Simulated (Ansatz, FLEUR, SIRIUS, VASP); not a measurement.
GaGe: 5 runs at one level of theory

```
Ge Ga
1.0
     0.00000    2.89784    2.89784
     2.89784    0.00000    2.89784
     2.89784    2.89784    0.00000
Ge Ga
1 1
Direct
  0.99277 0.98973 0.02535
  0.23997 0.24662 0.26427
```

The cell comes from a database or a generator and needn't be the stable form of this composition.

Atoms were shifted at random by some hundredths of an Å from the given cell, which wasn't relaxed again for these runs.

Alike in all runs: task single point; functional PBEsol; k mesh 8 × 8 × 8; occupations fermi-dirac, width 0.05 eV; no spin polarisation; no spin-orbit coupling. Pressure is positive in compression and, in plane waves, holds the error of the finite cutoff, which Ansatz's Pulay term estimates and takes out.

| program and potentials | plane-wave cutoff (eV) | notes | band gap (eV) | pressure (GPa) | largest force (eV/Å) | energy over the undisturbed cell (meV/atom) |
| --- | --- | --- | --- | --- | --- | --- |
| Ansatz, Ansatz PAW | 420 | potentials made for PBE, which Ansatz adapts in part; Pulay term of +0.03 GPa included | no gap | -2.36 | 0.201 | 2.11 |
| SIRIUS, PseudoDojo 0.4.1 PBEsol standard (scalar relativistic) | 1102 | - | no gap | -2.30 | 0.202 | - |
| Ansatz, all-electron LAPW, scalar-relativistic | - | - | no gap | -2.35 | 0.200 | - |
| FLEUR, all-electron, FLAPW | - | - | no gap | - | 0.200 | 2.11 |
| VASP, PBE PAW files Ga_d, Ge_d, 520 eV | 520 | potentials made for PBE | no gap | -2.38 | 0.200 | - |

Force on atom 1 (Ge), eV/Å:

| program and potentials | x | y | z |
| --- | --- | --- | --- |
| Ansatz, Ansatz PAW | -0.048 | -0.189 | 0.047 |
| SIRIUS, PseudoDojo 0.4.1 PBEsol standard (scalar relativistic) | -0.049 | -0.189 | 0.047 |
| Ansatz, all-electron LAPW, scalar-relativistic | -0.048 | -0.189 | 0.047 |
| FLEUR, all-electron, FLAPW | -0.048 | -0.189 | 0.048 |
| VASP, PBE PAW files Ga_d, Ge_d, 520 eV | -0.048 | -0.188 | 0.047 |

None finds a gap. The pressure spans -2.38 (VASP, PBE PAW files Ga_d, Ge_d, 520 eV) to -2.30 GPa (SIRIUS, PseudoDojo 0.4.1 PBEsol standard (scalar relativistic)), with all-electron results at -2.35.

Differences between rows come from potentials, basis sets and numerical settings, since the functional is the same but for its coding. Runs on potential files found faulty are left out.
